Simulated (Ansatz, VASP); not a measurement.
**Cross-check of PdPt2 (Pt-Pd-Pt stack, (100) layers) between VASP and Ansatz**

Aim: how closely do two programs agree when they are given the same cell, functional and k mesh? The cell is taken from a series of runs on this material, whose earlier steps may have relaxed, scaled, displaced or heated it; both programs get it as it stands.

Program: Ansatz 0.2.0. Level of theory: plane waves, with VASP 6.6.1 beside it; PBE. Results are calculated unless marked as measured.

## (1) Starting point

The cell holds 3 atoms: 2 Pt and 1 Pd. Its edges and angles: a = 2.672 Å, b = 2.672 Å, c = 31.580 Å, α = 90.0°, β = 90.0°, γ = 90.0°. It derives from PdPt2. Vacuum lies along c.

As a file:

```xyz
3
Lattice="2.6717 0.0000 0.0000 0.0000 2.6717 0.0000 0.0000 0.0000 31.5800" Properties=species:S:1:pos:R:3
Pt    0.0000    0.0000    5.3819
Pt    0.0000    0.0000    9.5081
Pd    1.3359    1.3359    7.4450
```

## (2) VASP: zone-centre phonons, PBE

Second derivatives magnify differences that forces hide, and they need a tight electronic threshold.

Lines of VASP's logs that name or quote its potential files are left out, and so is its time.

INCAR reads:

```
SYSTEM = PdPt2
PREC = Accurate
ENCUT = 500
EDIFF = 1E-08
NELM = 120
ISMEAR = 1
SIGMA = 0.2
LREAL = .FALSE.
ALGO = Normal
GGA = PE
NBANDS = 21
LASPH = .TRUE.
LORBIT = 11
LWAVE = .FALSE.
LCHARG = .FALSE.
ISIF = 2
IBRION = 8
GGA_COMPAT = .FALSE.
NELMDL = -8
```

POSCAR reads:

```
PdPt2
1.0
    2.6717298678      0.0000000000      0.0000000000
    0.0000000000      2.6717298678      0.0000000000
    0.0000000000      0.0000000000     31.5799999848
Pt Pd
2 1
Direct
    0.0000000000      0.0000000000      0.1704207732
    0.0000000000      0.0000000000      0.3010801770
    0.5000000000      0.5000000000      0.2357504751
```

KPOINTS reads:

```
Automatic mesh
0
Gamma
9 9 1
0 0 0
```

PAW data sets: Pt and Pd (PBE family, release 64).

Launch:

```sh
mpirun -np 1 vasp_std
```

Numbers of over 12 decimals in the logs are rounded to 6 here.

The log of the run:

```text
[banner, memory and clock lines left out]
running    1 mpi-ranks, on    1 nodes
 distrk:  each k-point on    1 cores,    1 groups
 distr:  one band on    1 cores,    1 groups

 POSCAR found type information on POSCAR PtPd
 POSCAR found :  2 types and       3 ions
 LDA part: xc-table for (Slater+PW92), standard interpolation
 POSCAR, INCAR and KPOINTS ok, starting setup
 FFT: planning ... GRIDC
 FFT: planning ... GRID_SOFT
 FFT: planning ... GRID
 WAVECAR not read
 entering main loop
       N       E                     dE             d eps       ncg     rms          rms(c)
DAV:   1     0.200823640085E+03    0.20082E+03   -0.11149E+04   630   0.107E+03
DAV:   2    -0.561653462591E+01   -0.20644E+03   -0.19510E+03   934   0.219E+02
DAV:   3    -0.166632009435E+02   -0.11047E+02   -0.10434E+02   759   0.537E+01
DAV:   4    -0.168914976871E+02   -0.22830E+00   -0.22581E+00   821   0.770E+00
DAV:   5    -0.168960975713E+02   -0.45999E-02   -0.45983E-02   800   0.104E+00
DAV:   6    -0.168962360637E+02   -0.13849E-03   -0.13848E-03   948   0.167E-01
DAV:   7    -0.168962401517E+02   -0.40880E-05   -0.40882E-05   837   0.233E-02
DAV:   8    -0.168962403695E+02   -0.21779E-06   -0.21768E-06   855   0.420E-03    0.154E+01
DAV:   9    -0.163169531250E+02    0.57929E+00   -0.46839E+00   725   0.186E+01    0.987E+00
DAV:  10    -0.179678254443E+02   -0.16509E+01   -0.19022E+01   645   0.422E+01    0.139E+01
DAV:  11    -0.166268333126E+02    0.13410E+01   -0.11088E+00   655   0.135E+01    0.657E+00
DAV:  12    -0.158898100758E+02    0.73702E+00   -0.25552E+00   655   0.192E+01    0.185E+00
DAV:  13    -0.158806315915E+02    0.91785E-02   -0.22051E-01   674   0.486E+00    0.463E-01
DAV:  14    -0.158780843332E+02    0.25473E-02   -0.74653E-03   771   0.909E-01    0.258E-01
[...]
DAV:  25    -0.158777102268E+02   -0.45448E-06   -0.51307E-08   581   0.238E-03    0.369E-04
DAV:  26    -0.158777106660E+02   -0.43914E-06   -0.79485E-09   488   0.628E-04    0.142E-04
DAV:  27    -0.158777108087E+02   -0.14272E-06   -0.19934E-09   448   0.337E-04    0.698E-05
DAV:  28    -0.158777108897E+02   -0.80982E-07   -0.50193E-10   453   0.129E-04    0.352E-05
DAV:  29    -0.158777109695E+02   -0.79805E-07   -0.76603E-10   438   0.782E-05    0.274E-05
DAV:  30    -0.158777109963E+02   -0.26850E-07   -0.12629E-10   480   0.752E-05    0.198E-05
DAV:  31    -0.158777110111E+02   -0.14789E-07   -0.16814E-11   465   0.352E-05    0.117E-05
DAV:  32    -0.158777110148E+02   -0.36925E-08    0.33729E-12   425   0.171E-05
   1 F= -.15877711E+02 E0= -.15877873E+02  d E =0.486600E-03
 Linear response reoptimize wavefunctions to high precision
DAV:   1    -0.158777110173E+02   -0.25188E-08    0.13945E-11   410   0.192E-05
DAV:   2    -0.158777110173E+02   -0.29104E-10    0.25037E-11   465   0.705E-06
 Linear response DOF=           4
 Linear response progress:
  Degree of freedom:   1/  4
       N       E                     dE             d eps       ncg     rms          rms(c)
RMM:   1    -0.232650103485E+00   -0.23265E+00   -0.22616E-01  1707   0.312E+00
RMM:   2    -0.231808674335E+00    0.84143E-03   -0.33847E-03  1596   0.393E-01    0.112E-01
RMM:   3    -0.231258711455E+00    0.54996E-03   -0.22576E-04  1598   0.970E-02    0.701E-02
RMM:   4    -0.232054996933E+00   -0.79629E-03   -0.37292E-04  1756   0.105E-01    0.331E-01
RMM:   5    -0.230869439772E+00    0.11856E-02   -0.29889E-04  1755   0.901E-02    0.165E-02
RMM:   6    -0.230820812042E+00    0.48628E-04   -0.86754E-06  1715   0.179E-02    0.889E-03
RMM:   7    -0.230777637176E+00    0.43175E-04   -0.33059E-06  1716   0.111E-02    0.103E-02
RMM:   8    -0.230759165919E+00    0.18471E-04   -0.21833E-06  1723   0.820E-03    0.369E-03
RMM:   9    -0.230748416748E+00    0.10749E-04   -0.60202E-08  1745   0.204E-03    0.179E-03
RMM:  10    -0.230743264340E+00    0.51524E-05   -0.62893E-08  1716   0.704E-04    0.340E-04
RMM:  11    -0.230741586702E+00    0.16776E-05   -0.32279E-08  1745   0.249E-04    0.108E-04
RMM:  12    -0.230741242928E+00    0.34377E-06   -0.17211E-08  1737   0.128E-04    0.213E-05
RMM:  13    -0.230741284885E+00   -0.41957E-07    0.11049E-09  1768   0.979E-05    0.876E-06
RMM:  14    -0.230741285080E+00   -0.19508E-09   -0.39396E-08  1770   0.858E-05    0.170E-06
 first order change of Fermi-energy  -0.34060E-02
 force on displaced ion       1 direction 1 :  -1.859   0.000   0.019
 Linear response progress:
  Degree of freedom:   2/  4
       N       E                     dE             d eps       ncg     rms          rms(c)
RMM:   1    -0.323936462948E+00   -0.32394E+00   -0.24497E-01  1052   0.328E+00
RMM:   2    -0.322224933071E+00    0.17115E-02   -0.44348E-03   963   0.444E-01    0.217E-01
RMM:   3    -0.326312212959E+00   -0.40873E-02   -0.15901E-03  1037   0.222E-01    0.694E-01
RMM:   4    -0.322255030767E+00    0.40572E-02   -0.67011E-04  1040   0.136E-01    0.172E-01
RMM:   5    -0.322906611316E+00   -0.65158E-03   -0.72766E-04  1038   0.153E-01    0.224E-01
RMM:   6    -0.322637716144E+00    0.26890E-03   -0.50896E-04  1020   0.133E-01    0.872E-02
RMM:   7    -0.322493050789E+00    0.14467E-03   -0.24616E-05  1024   0.269E-02    0.114E-02
RMM:   8    -0.322420921469E+00    0.72129E-04   -0.16294E-06  1046   0.715E-03    0.490E-03
RMM:   9    -0.322395967762E+00    0.24954E-04   -0.32122E-07  1036   0.332E-03    0.264E-03
RMM:  10    -0.322391756848E+00    0.42109E-05   -0.47535E-08  1061   0.106E-03    0.291E-04
RMM:  11    -0.322392839658E+00   -0.10828E-05   -0.17832E-08  1049   0.369E-04    0.109E-04
RMM:  12    -0.322392676023E+00    0.16364E-06   -0.62991E-09  1052   0.157E-04    0.378E-05
RMM:  13    -0.322392963917E+00   -0.28789E-06    0.51194E-10  1077   0.131E-04    0.512E-05
RMM:  14    -0.322393533936E+00   -0.57002E-06   -0.42543E-08  1119   0.149E-04    0.165E-05
RMM:  15    -0.322393761542E+00   -0.22761E-06    0.33521E-08  1126   0.122E-04    0.197E-05
RMM:  16    -0.322393755550E+00    0.59918E-08    0.47592E-09  1127   0.917E-05    0.447E-06
 first order change of Fermi-energy   0.26771E+00
 force on displaced ion       1 direction 3 :  -0.000   0.000  -5.878
 Linear response progress:
  Degree of freedom:   3/  4
       N       E                     dE             d eps       ncg     rms          rms(c)
RMM:   1    -0.246095703867E+00   -0.24610E+00   -0.24759E-01  1755   0.314E+00
RMM:   2    -0.243087541635E+00    0.30082E-02   -0.32618E-03  1584   0.385E-01    0.113E-01
RMM:   3    -0.242847304513E+00    0.24024E-03   -0.22909E-04  1545   0.904E-02    0.610E-02
RMM:   4    -0.242794763263E+00    0.52541E-04   -0.31933E-04  1621   0.923E-02    0.162E-02
RMM:   5    -0.242740831573E+00    0.53932E-04   -0.12409E-05  1674   0.230E-02    0.152E-02
RMM:   6    -0.242709382944E+00    0.31449E-04   -0.65751E-06  1705   0.151E-02    0.594E-03
RMM:   7    -0.242693064146E+00    0.16319E-04   -0.69696E-07  1676   0.528E-03    0.665E-04
RMM:   8    -0.242684701922E+00    0.83622E-05   -0.24012E-08  1696   0.802E-04    0.306E-04
RMM:   9    -0.242680085256E+00    0.46167E-05   -0.69488E-09  1694   0.331E-04    0.684E-05
RMM:  10    -0.242678934995E+00    0.11503E-05   -0.23263E-08  1736   0.105E-04    0.222E-05
RMM:  11    -0.242678941547E+00   -0.65514E-08   -0.32161E-08  1724   0.593E-05    0.512E-06
 first order change of Fermi-energy   0.54904E-02
 force on displaced ion       3 direction 1 :  -4.455   0.000  -0.000
 Linear response progress:
  Degree of freedom:   4/  4
       N       E                     dE             d eps       ncg     rms          rms(c)
RMM:   1    -0.303303736772E+00   -0.30330E+00   -0.21869E-01  1150   0.328E+00
RMM:   2    -0.298851290282E+00    0.44524E-02   -0.38207E-03   974   0.429E-01    0.218E-01
RMM:   3    -0.299253812224E+00   -0.40252E-03   -0.24582E-04  1012   0.971E-02    0.255E-01
RMM:   4    -0.299035311979E+00    0.21850E-03   -0.14278E-04  1022   0.623E-02    0.122E-01
RMM:   5    -0.299221458029E+00   -0.18615E-03   -0.15757E-04  1024   0.786E-02    0.190E-02
RMM:   6    -0.299202530216E+00    0.18928E-04   -0.42858E-06  1023   0.134E-02    0.128E-02
RMM:   7    -0.299148069837E+00    0.54460E-04   -0.27102E-06  1005   0.914E-03    0.645E-03
RMM:   8    -0.299146964800E+00    0.11050E-05   -0.15252E-07  1021   0.246E-03    0.780E-04
RMM:   9    -0.299143648468E+00    0.33163E-05   -0.13930E-08  1035   0.482E-04    0.214E-04
RMM:  10    -0.299142968527E+00    0.67994E-06   -0.15644E-09  1048   0.235E-04    0.188E-04
RMM:  11    -0.299142382967E+00    0.58556E-06    0.20326E-09  1048   0.154E-04    0.478E-05
RMM:  12    -0.299142376226E+00    0.67407E-08    0.87876E-10  1075   0.931E-05    0.208E-05
 first order change of Fermi-energy   0.11778E-03
 force on displaced ion       3 direction 3 :   0.000   0.000 -11.178
 Linear response finished
```

OUTCAR, selected parts (step 2):

```text
ion  position               nearest neighbor table
   1  0.000  0.000  0.170-   3 2.80   3 2.80   3 2.80   3 2.80
   2  0.000  0.000  0.301-   3 2.80   3 2.80   3 2.80   3 2.80
   3  0.500  0.500  0.236-   1 2.80   1 2.80   1 2.80   1 2.80   2 2.80   2 2.80   2 2.80   2 2.80

  LATTYP: Found a simple tetragonal cell.
 ALAT       =     2.6717298678
 C/A-ratio  =    11.8200572466

 Subroutine GETGRP returns: Found 16 space group operations
 (whereof  8 operations were pure point group operations)

The static configuration has the point symmetry C_4v.
 The point group associated with its full space group is D_4h.

 Found     15 irreducible k-points:

   k-points           NKPTS =     15   k-points in BZ     NKDIM =     15   number of bands    NBANDS=     21

   dimension x,y,z NGX =    20 NGY =   20 NGZ =  240
   dimension x,y,z NGXF=    40 NGYF=   40 NGZF=  480

   ENCUT  =  500.0 eV  36.75 Ry    6.06 a.u.   4.87  4.87 57.58*2*pi/ulx,y,z

   NELECT =      30.0000    total number of electrons

 k-points in reciprocal lattice and weights: Automatic mesh
   0.00000000  0.00000000  0.00000000       0.012
   0.11111111  0.00000000  0.00000000       0.049
   0.22222222  0.00000000  0.00000000       0.049
   0.33333333  0.00000000  0.00000000       0.049
   0.44444444  0.00000000  0.00000000       0.049
   0.11111111  0.11111111  0.00000000       0.049
   0.22222222  0.11111111  0.00000000       0.099
   0.33333333  0.11111111  0.00000000       0.099
   0.44444444  0.11111111  0.00000000       0.099
[...]
0.44444444  0.33333333  0.00000000       0.099
   0.44444444  0.44444444  0.00000000       0.049

 average (electrostatic) potential at core
       1 -75.9110       2 -75.9110       3 -82.9965

  Total       -0.1210469     -0.1210469     -0.1147453      0.0000000      0.0000000      0.0000000
  in kB       -0.8603341     -0.8603341     -0.8155454      0.0000000      0.0000000      0.0000000
  external PRESSURE =      -0.8454045 kB  Pullay stress =       0.0000000 kB

  energy-cutoff  :      500.00
  volume of cell :      225.42
      direct lattice vectors                 reciprocal lattice vectors
     2.671729868  0.000000000  0.000000000     0.374289337  0.000000000  0.000000000
     0.000000000  2.671729868  0.000000000     0.000000000  0.374289337  0.000000000
     0.000000000  0.000000000 31.579999985     0.000000000  0.000000000  0.031665611

 POSITION                                       TOTAL-FORCE (eV/Angst)
 -----------------------------------------------------------------------------------
      0.00000      0.00000      5.38189         0.000000      0.000000      0.020858
      0.00000      0.00000      9.50811        -0.000000     -0.000000     -0.020858
      1.33586      1.33586      7.44500         0.000000      0.000000     -0.000000
 -----------------------------------------------------------------------------------
    total drift:                               -0.000000      0.000000      0.000060

 Eigenvectors and eigenvalues of the dynamical matrix
 ----------------------------------------------------

   1 f  =    5.716650 THz    35.918772 2PiTHz  190.686920 cm-1    23.642154 meV
             X         Y         Z           dx          dy          dz
      0.000000  0.000000  5.381888     0.000000    0.000000   -0.327478
      0.000000  0.000000  9.508112     0.000000    0.000000   -0.327478
      1.335865  1.335865  7.445000     0.000000    0.000000    0.886293

   2 f  =    3.612148 THz    22.695796 2PiTHz  120.488292 cm-1    14.938638 meV
             X         Y         Z           dx          dy          dz
      0.000000  0.000000  5.381888    -0.248230   -0.215218    0.000000
      0.000000  0.000000  9.508112    -0.248230   -0.215218   -0.000000
      1.335865  1.335865  7.445000     0.669056    0.580078    0.000000

   3 f  =    3.612148 THz    22.695796 2PiTHz  120.488292 cm-1    14.938638 meV
             X         Y         Z           dx          dy          dz
      0.000000  0.000000  5.381888     0.215218   -0.248230    0.000000
      0.000000  0.000000  9.508112     0.215218   -0.248230   -0.000000
      1.335865  1.335865  7.445000    -0.580078    0.669056    0.000000

   4 f  =    2.778285 THz    17.456479 2PiTHz   92.673612 cm-1    11.490058 meV
             X         Y         Z           dx          dy          dz
      0.000000  0.000000  5.381888     0.000000   -0.000000    0.707107
      0.000000  0.000000  9.508112     0.000000    0.000000   -0.707107
      1.335865  1.335865  7.445000     0.000000    0.000000    0.000000

   5 f  =    1.357008 THz     8.526334 2PiTHz   45.264923 cm-1     5.612133 meV
             X         Y         Z           dx          dy          dz
      0.000000  0.000000  5.381888     0.523995   -0.474794   -0.000000
      0.000000  0.000000  9.508112    -0.523995    0.474794    0.000000
      1.335865  1.335865  7.445000    -0.000000    0.000000    0.000000

   6 f  =    1.357008 THz     8.526334 2PiTHz   45.264923 cm-1     5.612133 meV
             X         Y         Z           dx          dy          dz
      0.000000  0.000000  5.381888    -0.474794   -0.523995   -0.000000
      0.000000  0.000000  9.508112     0.474794    0.523995    0.000000
      1.335865  1.335865  7.445000    -0.000000    0.000000    0.000000

   7 f/i=    0.001242 THz     0.007804 2PiTHz    0.041431 cm-1     0.005137 meV
             X         Y         Z           dx          dy          dz
      0.000000  0.000000  5.381888     0.000000    0.000000    0.626704
      0.000000  0.000000  9.508112     0.000000    0.000000    0.626704
      1.335865  1.335865  7.445000     0.000000    0.000000    0.463124

   8 f/i=    0.006891 THz     0.043295 2PiTHz    0.229848 cm-1     0.028498 meV
             X         Y         Z           dx          dy          dz
      0.000000  0.000000  5.381888     0.577045    0.243069   -0.000000
      0.000000  0.000000  9.508112     0.577045    0.243069    0.000000
      1.335865  1.335865  7.445000     0.428185    0.180365    0.000000

   9 f/i=    0.006891 THz     0.043295 2PiTHz    0.229848 cm-1     0.028498 meV
             X         Y         Z           dx          dy          dz
      0.000000  0.000000  5.381888    -0.243069    0.577045   -0.000000
      0.000000  0.000000  9.508112    -0.243069    0.577045    0.000000
      1.335865  1.335865  7.445000    -0.180365    0.428185    0.000000

 ELASTIC MODULI CONTR FROM IONIC RELAXATION (kBar)
 Direction    XX          YY          ZZ          XY          YZ          ZX
 --------------------------------------------------------------------------------
 XX        -164.4361   -164.4361   -247.3651      0.0000      0.0000     -0.0000
 YY        -164.4361   -164.4361   -247.3651      0.0000      0.0000     -0.0000
 ZZ        -247.3651   -247.3651   -372.1170      0.0000      0.0000     -0.0000
 XY           0.0000      0.0000      0.0000      0.0000      0.0000      0.0000
 YZ           0.0000      0.0000      0.0000      0.0000    -44.4748      0.0000
 ZX          -0.0000     -0.0000     -0.0000      0.0000      0.0000    -16.3532
 --------------------------------------------------------------------------------
```

(Part 1 of 2 ends here.)

[Lines on the potential files, build, host, timing and source positions are cut from VASP's logs without a mark.]

[Logs are printed without paths, hosts, clocks, repeated set-up lines and the standing remarks that a program may print on its own settings, such as how far it seeks lower states.]

[Hosts, paths, dates, database ids (printed as entryN), source tags and the programs' standing remarks are cut or masked in the printed files.]
